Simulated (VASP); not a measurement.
Computed with LDA (Ceperley-Alder, Perdew-Zunger), VASP's LDA PAW potentials (set 64) (plane waves; VASP).

The input files of a VASP run:

KPOINTS:
```
Automatic mesh
0
Gamma
7 7 4
0 0 0
```

**POSCAR**
```
MgI2
1
    1.8973726780    -3.2863448477     0.0000000000
    1.8973726780     3.2863448477     0.0000000000
   -0.0000000000     0.0000000000     6.0861792820
Mg I
1 2
Direct
  0.0000000000   0.0000000000   0.0000000000
  0.3333330000   0.6666670000   0.2713950740
  0.6666670000   0.3333330000   0.7286049260
```

INCAR:
```
! general
SYSTEM  = MgI2
PREC    = Accurate
ENCUT   = 500   ! plane-wave cut-off (eV)
LREAL   = .False.
LASPH   = .True.   ! aspherical one-centre terms

! electronic loop
EDIFF   = 1E-6   ! SCF stop (eV)
NELM    = 100   ! most electronic steps
ALGO    = Normal
LMAXMIX = 4   ! l cut-off of mixed one-centre charges

! smearing
ISMEAR  = 0   ! Gaussian
SIGMA   = 0.05   ! width (eV)

! ions
IBRION  = 2   ! conjugate gradients
NSW     = 40   ! most ionic steps
ISIF    = 3   ! ions, shape and volume
EDIFFG  = -0.02   ! ionic stop
PSTRESS = 200

! output
LWAVE   = .False.
LCHARG  = .False.
```

POTCAR, in this order: Mg I (LDA.64 set). Program: vasp_std.

Problem. What will the output report for the number of irreducible k-points (NKPTS), largest plane-wave count, number of space-group operations, FFT grid (NGX, NGY, NGZ)?

Solution. 
| Item | Value |
|---|---|
| number of irreducible k-points (NKPTS) | 28 |
| largest plane-wave count | 1937 |
| number of space-group operations | 12 |
| FFT grid (NGX, NGY, NGZ) | 28 × 28 × 48 |

The compound is MgI2 in the 1T layered structure. This run relaxes it under an external pressure of 20 GPa. Symmetry was kept, so distortions that lower it aren't found.
